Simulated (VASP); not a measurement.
All values below come from PBE GGA with D4 dispersion, VASP's PBE PAW potentials (set 64) (plane waves; VASP).

VASP input:

INCAR:
```
SYSTEM  =  KMgF3
PREC  =  Accurate; ENCUT  =  520; LREAL  =  F
LASPH  =  T
EDIFF  =  1E-7; NELM  =  100; ALGO  =  Normal
ISMEAR  =  0; SIGMA  =  0.05
GGA  =  PE; IVDW  =  13
ISIF  =  2
LWAVE  =  F; LCHARG  =  F
```

POSCAR:
```
KMgF3
8.0512410
  0.5000000098   0.0000000000   0.0000000000
  0.0000000000   0.5000000098   0.0000000000
  0.0000000000   0.0000000000   0.5000000098
K Mg F
1 1 3
Cartesian
  0.0000000000   0.0000000000   0.0000000000
  0.2500000049   0.2500000049   0.2500000049
  0.2500000049   0.0000000000   0.2500000049
  0.0000000000   0.2500000049   0.2500000049
  0.2500000049   0.2500000049   0.0000000000
```

KPOINTS:
```
Automatic mesh
0
Gamma
6 6 6
0 0 0
```

POTCAR, in this order: K_sv Mg F (PBE.64 set). Program: vasp_std.

Q: What will the output report for the number of irreducible k-points (NKPTS), largest plane-wave count, number of space-group operations, FFT grid (NGX, NGY, NGZ)?

A: 
| Property | Result |
|---|---|
| number of irreducible k-points (NKPTS) | 20 |
| largest plane-wave count | 1791 |
| number of space-group operations | 48 |
| FFT grid (NGX, NGY, NGZ) | 30 × 30 × 30 |

The compound is KMgF3 in the cubic perovskite structure. It was relaxed first.
